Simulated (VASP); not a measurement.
Input:

Space group Fm-3m (No. 225); a = b = c = 4.086 Å, α = β = γ = 90.00°

```json
[
 {"atom": "Al", "site": "4a", "symmetry": "m-3m", "x": "0.0000", "y": "0.0000", "z": "0.0000"}
]
```
(The calculation used a cell of 1 atom; values per cell refer to that cell.)

Level of theory: vdW-DF2, VASP's PBE PAW potentials (set 64) (plane waves; VASP). Settings: 520 eV cut-off, 15×15×15 Γ-centred mesh, first-order Methfessel-Paxton smearing of 0.10 eV, potentials Al.

Task: Give the energy at these volumes per atom, relative to the lowest: 15.98, 16.49, 17.00, 17.51, 18.02 Å³.

Result: 13.7, 3.5, 0.0, 2.0, 9.0 meV/atom. A third-order Birch-Murnaghan fit gives B0 = 58.2 GPa and B0′ = 4.3.

Measured: bulk modulus 80.8 GPa at 0 K (computed value off by -28.0 %), as given by H. Levämäki et al., Physical Review B (2014), arXiv:1402.3671 [corrected for temperature and zero-point phonon effects]; a 4.018 Å at 0 K (computed value off by +1.7 %), as given by Daniel Mejia-Rodriguez et al., Physical Review B (2018), arXiv:1807.09216 [static lattice: zero-point anharmonic expansion removed].

The compound is Al in the fcc structure. It was relaxed first.
